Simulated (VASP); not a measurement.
A VASP calculation is set up with these files.

### KPOINTS
```
Automatic mesh
0
Gamma
5 5 4
0 0 0
```

POSCAR:
```
SnO
1
    3.8000000000     0.0000000000     0.0000000000
    0.0000000000     3.8000000000     0.0000000000
    0.0000000000     0.0000000000     4.8400000000
Sn O
2 2
Direct
  0.5000000000   0.0000000000   0.7620000000
  0.0000000000   0.5000000000   0.2380000000
  0.5000000000   0.5000000000   0.0000000000
  0.0000000000   0.0000000000   0.0000000000
```

INCAR:
```
SYSTEM = SnO
PREC = Accurate
ENCUT = 520
EDIFF = 1E-6
NELM = 60
ALGO = Normal
LREAL = .FALSE.
LASPH = .TRUE.
ISMEAR = 0
SIGMA = 0.05
GGA = PE
LMAXMIX = 4
LWAVE = .FALSE.
LCHARG = .FALSE.
ISIF = 2
```

POTCAR, in this order: O Sn_d (PBE.64 set). Program: vasp_std.

The resulting files:

**standard output**
```
 POSCAR found type information on POSCAR SnO
 POSCAR found :  2 types and       4 ions
 Reading from existing POTCAR
 Reading from existing POTCAR
 WARNING: type information on POSCAR and POTCAR are incompatible
 POTCAR overwrites the type information in POSCAR
 typ   1 type information:  Sn O
 WARNING: type information on POSCAR and POTCAR are incompatible
 POTCAR overwrites the type information in POSCAR
 typ   2 type information:  O  Sn
 LDA part: xc-table for (Slater+PW92), standard interpolation
 POSCAR, INCAR and KPOINTS ok, starting setup
 WAVECAR not read
 entering main loop
       N       E                     dE             d eps       ncg     rms          rms(c)
DAV:   1     0.435070488647E+03    0.43507E+03   -0.20995E+04   904   0.253E+03
DAV:   2     0.442527304298E+02   -0.39082E+03   -0.38430E+03   936   0.608E+02
DAV:   3    -0.175769168635E+02   -0.61830E+02   -0.61109E+02  1088   0.207E+02
DAV:   4    -0.198955667305E+02   -0.23186E+01   -0.23021E+01   904   0.463E+01
DAV:   5    -0.199678462095E+02   -0.72279E-01   -0.72174E-01  1192   0.805E+00    0.126E+01
DAV:   6    -0.164298525837E+02    0.35380E+01   -0.28489E+01  1360   0.639E+01    0.745E+00
DAV:   7    -0.160801453501E+02    0.34971E+00   -0.37778E+00  1144   0.139E+01    0.257E+00
DAV:   8    -0.160512157732E+02    0.28930E-01   -0.48316E-01   928   0.468E+00    0.808E-01
DAV:   9    -0.160370427506E+02    0.14173E-01   -0.60872E-02  1472   0.251E+00    0.206E-01
DAV:  10    -0.160379053156E+02   -0.86257E-03   -0.79375E-03  1000   0.798E-01    0.775E-02
DAV:  11    -0.160380677267E+02   -0.16241E-03   -0.59175E-04  1064   0.193E-01    0.375E-02
DAV:  12    -0.160380722814E+02   -0.45547E-05   -0.19668E-04  1080   0.874E-02    0.213E-02
DAV:  13    -0.160380754739E+02   -0.31925E-05   -0.20003E-05  1120   0.481E-02    0.885E-03
DAV:  14    -0.160380752836E+02    0.19035E-06   -0.31385E-06   792   0.114E-02
   1 F= -.16038075E+02 E0= -.16037486E+02  d E =-.117936E-02
```

File OUTCAR:
```
------------------------ aborting loop because EDIFF is reached ----------------------------------------
  FORCE on cell =-STRESS in cart. coord.  units (eV):
  Direction    XX          YY          ZZ          XY          YZ          ZX
  --------------------------------------------------------------------------------------
  Total       21.0930957     21.0930957      3.4682187      0.0000000      0.0000000      0.0000000
  in kB      483.5466183    483.5466183     79.5068417      0.0000000      0.0000000      0.0000000
  external PRESSURE =     348.8666928 kB  Pullay stress =       0.0000000 kB
  volume of cell :       69.89
      direct lattice vectors                 reciprocal lattice vectors
     3.800000000  0.000000000  0.000000000     0.263157895  0.000000000  0.000000000
     0.000000000  3.800000000  0.000000000     0.000000000  0.263157895  0.000000000
     0.000000000  0.000000000  4.840000000     0.000000000  0.000000000  0.206611570
 POSITION                                       TOTAL-FORCE (eV/Angst)
 -----------------------------------------------------------------------------------
      1.90000      0.00000      3.68808         0.000000      0.000000     -1.813051
      0.00000      1.90000      1.15192         0.000000     -0.000000      1.813051
      1.90000      1.90000      0.00000        -0.000000     -0.000000     -0.000000
      0.00000      0.00000      0.00000         0.000000      0.000000     -0.000000
 -----------------------------------------------------------------------------------
    total drift:                                0.000000      0.000000      0.000000
  FREE ENERGIE OF THE ION-ELECTRON SYSTEM (eV)
  ---------------------------------------------------
  free  energy   TOTEN  =       -16.0380752836 eV

  energy  without entropy=      -16.0368959204  energy(sigma->0) =      -16.03748560
```
(Selected blocks of OUTCAR.)

Problem. Read the log: what went wrong, and how is it fixed?

Solution. The cause: POTCAR lists the elements in another order than POSCAR. The run ends without an error. Against the sound run, the pressure goes up by 30.18 GPa; the largest force rises by 1.345 eV/Å; the band gap drops by 0.45 eV. To mend it, use POTCAR Sn_d O of the PBE.64 set.

The mended run (PBE GGA, plane waves, VASP's PBE PAW potentials (set 64)) converges, and its OSZICAR ends with
```
   1 F= -.22664229E+02 E0= -.22664229E+02  d E =-.136118E-11
```

The compound is SnO in the litharge structure. The cell was not relaxed at this level.
